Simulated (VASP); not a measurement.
Computed with AM05 GGA, VASP's PBE PAW potentials (set 64) (plane waves; VASP).

A VASP calculation is set up with these files.

File POSCAR:
```
PbS
1.0
  0.0000000000   2.9700000000   2.9700000000
  2.9700000000   0.0000000000   2.9700000000
  2.9700000000   2.9700000000   0.0000000000
Pb S
1 1
Cart
  0.0000000000   0.0000000000   0.0000000000
  2.9700000000   2.9700000000   2.9700000000
```

### INCAR
```
# general
SYSTEM   =  PbS
PREC     =  Accurate
ENCUT    =  520
LREAL    =  F
LASPH    =  T

# electronic loop
EDIFF    =  1E-6
NELM     =  100
ALGO     =  Normal
LMAXMIX  =  4

# smearing
ISMEAR   =  0
SIGMA    =  0.05

# functional
GGA      =  AM

# ions
IBRION   =  2
NSW      =  60
ISIF     =  3
EDIFFG   =  -0.01

# output
LWAVE    =  F
LCHARG   =  F
```

### KPOINTS
```
Automatic
0
Gamma
7 7 7
0 0 0
```

POTCAR, in this order: Pb_d S (PBE.64 set). Program: vasp_std.

The run wrote:

File OSZICAR:
```
       N       E                     dE             d eps       ncg     rms          rms(c)
DAV:   1     0.155711569663E+03    0.15571E+03   -0.98129E+03   560   0.150E+03
DAV:   2     0.462122567759E+01   -0.15109E+03   -0.14771E+03   578   0.356E+02
DAV:   3    -0.895902565490E+01   -0.13580E+02   -0.13225E+02   758   0.108E+02
DAV:   4    -0.929571416477E+01   -0.33669E+00   -0.33648E+00   590   0.201E+01
DAV:   5    -0.930940424278E+01   -0.13690E-01   -0.13690E-01   824   0.405E+00    0.442E+00
DAV:   6    -0.890403815069E+01    0.40537E+00   -0.12557E+00   828   0.870E+00    0.300E+00
DAV:   7    -0.890459584303E+01   -0.55769E-03   -0.12554E-01   602   0.209E+00    0.166E+00
DAV:   8    -0.890759398437E+01   -0.29981E-02   -0.14742E-02   590   0.152E+00    0.214E-01
DAV:   9    -0.890737816399E+01    0.21582E-03   -0.27440E-03   846   0.541E-01    0.781E-02
DAV:  10    -0.890758232752E+01   -0.20416E-03   -0.38343E-04   608   0.125E-01    0.374E-02
DAV:  11    -0.890759675656E+01   -0.14429E-04   -0.60245E-05   680   0.883E-02    0.110E-02
DAV:  12    -0.890759891227E+01   -0.21557E-05   -0.55996E-06   650   0.263E-02    0.379E-03
DAV:  13    -0.890759903391E+01   -0.12164E-06   -0.21919E-07   460   0.601E-03
   1 F= -.89075990E+01 E0= -.89075990E+01  d E =-.890760E+01
       N       E                     dE             d eps       ncg     rms          rms(c)
DAV:   1    -0.894433144667E+01   -0.36733E-01   -0.11157E+00   692   0.194E+01    0.110E+00
DAV:   2    -0.891329480030E+01    0.31037E-01   -0.65829E-02   692   0.482E+00    0.380E-01
DAV:   3    -0.890845710235E+01    0.48377E-02   -0.21098E-02   692   0.264E+00    0.931E-02
DAV:   4    -0.890850521969E+01   -0.48117E-04   -0.50697E-04   602   0.212E-01    0.422E-02
DAV:   5    -0.890851817940E+01   -0.12960E-04   -0.57466E-05   748   0.966E-02    0.184E-02
DAV:   6    -0.890852037408E+01   -0.21947E-05   -0.73438E-06   674   0.356E-02    0.295E-03
DAV:   7    -0.890851984591E+01    0.52817E-06   -0.64298E-07   364   0.119E-02
   2 F= -.89085198E+01 E0= -.89085198E+01  d E =-.920812E-03
       N       E                     dE             d eps       ncg     rms          rms(c)
DAV:   1    -0.891060912353E+01   -0.20887E-02   -0.63146E-02   692   0.471E+00    0.258E-01
DAV:   2    -0.890889020430E+01    0.17189E-02   -0.36428E-03   698   0.112E+00    0.902E-02
DAV:   3    -0.890861565699E+01    0.27455E-03   -0.11918E-03   692   0.628E-01    0.211E-02
DAV:   4    -0.890861666004E+01   -0.10031E-05   -0.27888E-05   598   0.508E-02    0.101E-02
DAV:   5    -0.890861650046E+01    0.15958E-06   -0.30864E-06   632   0.214E-02
   3 F= -.89086165E+01 E0= -.89086165E+01  d E =-.101747E-02
```

**OUTCAR**
```
------------------------ aborting loop because EDIFF is reached ----------------------------------------
  FORCE on cell =-STRESS in cart. coord.  units (eV):
  Direction    XX          YY          ZZ          XY          YZ          ZX
  --------------------------------------------------------------------------------------
  Total        0.0044332      0.0044332      0.0044332      0.0000000      0.0000000     -0.0000000
  in kB        0.1369988      0.1369988      0.1369988      0.0000000      0.0000000     -0.0000000
  external PRESSURE =       0.1369988 kB  Pullay stress =       0.0000000 kB
  volume of cell :       51.85
      direct lattice vectors                 reciprocal lattice vectors
     0.000000000  2.959557638  2.959557638    -0.168944167  0.168944167  0.168944167
     2.959557638  0.000000000  2.959557638     0.168944167 -0.168944167  0.168944167
     2.959557638  2.959557638  0.000000000     0.168944167  0.168944167 -0.168944167
  FREE ENERGIE OF THE ION-ELECTRON SYSTEM (eV)
  ---------------------------------------------------
  free  energy   TOTEN  =        -8.9086165005 eV

  energy  without entropy=       -8.9086165005  energy(sigma->0) =       -8.90861650

 reached required accuracy - stopping structural energy minimisation
```
(Selected blocks of OUTCAR.)

File CONTCAR:
```
PbS
   1.00000000000000
     0.0000000000000000    2.9595576384895250    2.9595576384895250
     2.9595576384895250    0.0000000000000000    2.9595576384895250
     2.9595576384895250    2.9595576384895250    0.0000000000000000
  Pb              S
     1     1
Direct
     0.0000000000000000    0.0000000000000000    0.0000000000000000
     0.5000000000000000    0.5000000000000000    0.5000000000000000
```

The compound is PbS in the rock salt structure. This run relaxes it. Symmetry was kept, so distortions that lower it aren't found.
